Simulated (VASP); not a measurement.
Output of a VASP run:

### OSZICAR
```
...
DAV:   7    -0.215342799393E+02   -0.12385E-05   -0.96812E-06  2199   0.324E-02    0.215E-03
DAV:   8    -0.215342813716E+02   -0.14324E-05   -0.28644E-07  1257   0.755E-03    0.657E-04
DAV:   9    -0.215342796659E+02    0.17057E-05   -0.10458E-07  1117   0.372E-03    0.252E-04
DAV:  10    -0.215342804479E+02   -0.78203E-06   -0.15498E-08  1097   0.148E-03
   3 F= -.21534280E+02 E0= -.21534263E+02  d E =-.191038E-02
       N       E                     dE             d eps       ncg     rms          rms(c)
DAV:   1    -0.215369719646E+02   -0.26923E-02   -0.38132E-02  2639   0.239E+00    0.291E-01
DAV:   2    -0.215354585166E+02    0.15134E-02   -0.13203E-03  2733   0.395E-01    0.176E-01
DAV:   3    -0.215347678841E+02    0.69063E-03   -0.88733E-04  2736   0.369E-01    0.181E-02
DAV:   4    -0.215347852122E+02   -0.17328E-04   -0.13056E-04  2359   0.113E-01    0.940E-03
DAV:   5    -0.215347982248E+02   -0.13013E-04   -0.43949E-05  2234   0.603E-02    0.524E-03
DAV:   6    -0.215348080913E+02   -0.98665E-05   -0.13165E-05  2244   0.341E-02    0.192E-03
DAV:   7    -0.215348059633E+02    0.21280E-05   -0.43098E-06  2209   0.182E-02    0.839E-04
DAV:   8    -0.215348078153E+02   -0.18520E-05   -0.15862E-07  1147   0.382E-03    0.345E-04
DAV:   9    -0.215348071852E+02    0.63012E-06   -0.35533E-08  1122   0.245E-03
   4 F= -.21534807E+02 E0= -.21534780E+02  d E =-.526737E-03
       N       E                     dE             d eps       ncg     rms          rms(c)
DAV:   1    -0.215348083865E+02   -0.57120E-06   -0.11478E-07  1102   0.460E-03    0.445E-04
DAV:   2    -0.215348074064E+02    0.98013E-06   -0.27703E-08  1092   0.264E-03
   5 F= -.21534807E+02 E0= -.21534781E+02  d E =-.526958E-03
       N       E                     dE             d eps       ncg     rms          rms(c)
DAV:   1    -0.215380566226E+02   -0.32482E-02   -0.39069E-02  2864   0.447E+00    0.308E-01
DAV:   2    -0.215359944325E+02    0.20622E-02   -0.28380E-03  2634   0.123E+00    0.161E-01
DAV:   3    -0.215352964384E+02    0.69799E-03   -0.11081E-03  2717   0.685E-01    0.346E-02
DAV:   4    -0.215352559120E+02    0.40526E-04   -0.13865E-04  2579   0.199E-01    0.148E-02
DAV:   5    -0.215352714413E+02   -0.15529E-04   -0.37681E-05  2224   0.588E-02    0.864E-03
DAV:   6    -0.215352768887E+02   -0.54473E-05   -0.21246E-05  2219   0.465E-02    0.322E-03
DAV:   7    -0.215352865297E+02   -0.96410E-05   -0.40404E-06  2209   0.214E-02    0.155E-03
DAV:   8    -0.215352860230E+02    0.50677E-06   -0.19130E-07  1177   0.706E-03
   6 F= -.21535286E+02 E0= -.21535222E+02  d E =-.478617E-03
       N       E                     dE             d eps       ncg     rms          rms(c)
DAV:   1    -0.215429706420E+02   -0.76841E-02   -0.10676E-01  2864   0.740E+00    0.507E-01
DAV:   2    -0.215373671988E+02    0.56034E-02   -0.77406E-03  2634   0.201E+00    0.265E-01
DAV:   3    -0.215354716876E+02    0.18955E-02   -0.30432E-03  2730   0.113E+00    0.568E-02
DAV:   4    -0.215353681480E+02    0.10354E-03   -0.37797E-04  2564   0.328E-01    0.244E-02
DAV:   5    -0.215353934589E+02   -0.25311E-04   -0.10575E-04  2224   0.990E-02    0.142E-02
DAV:   6    -0.215354163493E+02   -0.22890E-04   -0.60302E-05  2229   0.788E-02    0.537E-03
DAV:   7    -0.215354371273E+02   -0.20778E-04   -0.11426E-05  2214   0.360E-02    0.257E-03
DAV:   8    -0.215354366919E+02    0.43538E-06   -0.53116E-07  1427   0.117E-02
   7 F= -.21535437E+02 E0= -.21535308E+02  d E =-.629286E-03
```

File OUTCAR:
```
------------------------ aborting loop because EDIFF is reached ----------------------------------------
  FORCE on cell =-STRESS in cart. coord.  units (eV):
  Direction    XX          YY          ZZ          XY          YZ          ZX
  --------------------------------------------------------------------------------------
  Total       -0.0104936     -0.0104936     -0.0004618      0.0000000     -0.0000000      0.0000000
  in kB       -0.4662959     -0.4662957     -0.0205224      0.0000000     -0.0000000      0.0000000
  external PRESSURE =      -0.3177047 kB  Pullay stress =       0.0000000 kB
  volume of cell :       36.06
      direct lattice vectors                 reciprocal lattice vectors
     3.647308668 -0.000000000 -0.000000000     0.274174766  0.158294898  0.000000000
    -1.823654334  3.158661493  0.000000000     0.000000000  0.316589797  0.000000000
     0.000000000 -0.000000000  3.129667968     0.000000000 -0.000000000  0.319522713
 POSITION                                       TOTAL-FORCE (eV/Angst)
 -----------------------------------------------------------------------------------
      0.00000     -0.00000      3.12967         0.000000     -0.000000      0.000000
      1.82366      1.05289      1.56483        -0.000000      0.000000     -0.000000
 -----------------------------------------------------------------------------------
    total drift:                                0.000049     -0.000019      0.000000
  FREE ENERGIE OF THE ION-ELECTRON SYSTEM (eV)
  ---------------------------------------------------
  free  energy   TOTEN  =       -21.5354366919 eV

  energy  without entropy=      -21.5350518241  energy(sigma->0) =      -21.53530840

 reached required accuracy - stopping structural energy minimisation
```
(Selected blocks of OUTCAR.)

POSCAR:
```
SiGe
1
    3.6297269431     0.0000000000    -0.0000000000
   -1.8148634716     3.1434352795    -0.0000000000
   -0.0000000000    -0.0000000000     3.1673463824
Ge Si
1 1
Direct
  0.0000000000   0.0000000000   0.0000000000
  0.6666670000   0.3333330000   0.5000000000
```

### Question
Write an INCAR and KPOINTS that could have produced this output.

### Answer
Several could match; the one computed here: the input of the run itself, r2SCAN meta-GGA, plane waves, VASP's PBE PAW potentials (set 64).

INCAR:
```
ALGO = Normal
EDIFF = 1E-6
EDIFFG = -0.01
ENCUT = 400
IBRION = 2
ISIF = 3
ISMEAR = 1
LASPH = T
LCHARG = F
LMAXMIX = 4
LMIXTAU = T
LREAL = F
LWAVE = F
METAGGA = R2SCAN
NELM = 100
NSW = 60
PREC = Accurate
SIGMA = 0.1
SYSTEM = SiGe
```

**KPOINTS**
```
kpoints
0
G
 10 10 10
```

POTCAR, in this order: Ge_d Si (PBE.64 set). Program: vasp_std.

The structure was generated: SiGe was put into the WC type (P-6m2), which need not be its known phase. This run relaxes it. Symmetry was kept, so distortions that lower it aren't found. The start is the result of an earlier pass.
